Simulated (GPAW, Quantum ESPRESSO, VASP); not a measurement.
## Code comparison for Bi (P2_1/m, 4 atoms in the cell)

Self-consistent single point.

```xyz
4
Lattice="4.5173 0.0000 0.0000 0.0000 4.4824 0.0000 -1.4806 0.0000 6.5041" Properties=species:S:1:pos:R:3 pbc="T T T"
Bi     2.7029     1.1206     5.1069
Bi     0.3338     3.3618     1.3972
Bi     2.5883     1.1206     2.0676
Bi     0.4484     3.3618     4.4364
```

All programs got the same cell, k-point mesh and kind of occupations (in GPAW's words: kpts = 5 4 3; mesh shift (steps) = 0 0 0; occupations.name = methfessel-paxton; occupations.width = 0.136 eV; occupations.order = 0); potentials, basis and cutoffs are each program's usual ones.

```tsv
code	model	pressure (GPa)	largest force (eV/Å)	cutoff
GPAW	LDA (Perdew-Wang 92), GPAW PAW datasets LDA (gpaw-data 1.0.1)	-0.82	0.080	600 eV
Quantum ESPRESSO	LDA (PW92), PseudoDojo standard norm-conserving (LDA) pseudopotentials	-0.80	0.098	70 Ry
VASP	LDA (PZ), VASP's LDA PAW potentials (set 64)	-1.09	0.108	300 eV
```

Size of the force on each atom (eV/Å): Sizes of forces hide their directions.

```
code                Bi1    Bi2    Bi3    Bi4
----------------  -----  -----  -----  -----
GPAW              0.080  0.080  0.045  0.045
Quantum ESPRESSO  0.098  0.098  0.056  0.056
VASP              0.108  0.108  0.063  0.063
```

The spread over the programs that give each value: pressure within 0.29 GPa; largest force within 0.028 eV/Å.

The starting cell comes from a database of computed structures (which also holds hypothetical and non-ambient phases and stackings), without a prior relaxation at this level. Its lattice was rescaled by a random factor within 2.5 % of one. On GPAW's run: Spin-orbit coupling is off. Without a gap this mesh is coarse (it stands for a supercell whose shortest vector is 18 Å).

### Question
Why do the programs differ, and what cannot be compared?

### Answer
Differences of this kind can come from the potentials, where these differ, and from what each basis and cutoff leave unconverged. The zero of total energies and Fermi levels follows the potentials and each program's conventions, so they are not compared here. The same LDA comes in different parametrisations, which differ slightly.

The shared mesh is coarse (it stands for a supercell whose shortest vector is 18 Å), so the values are not converged in it.

VASP's run is marked for a possible Pulay error in its stress at this cutoff; no cutoff test was made.

Left out of this page: Ansatz, ABINIT, CP2K, Elk, FLEUR and SIESTA (not drawn, or without a comparable value).

Keys are those of Ansatz 0.2.
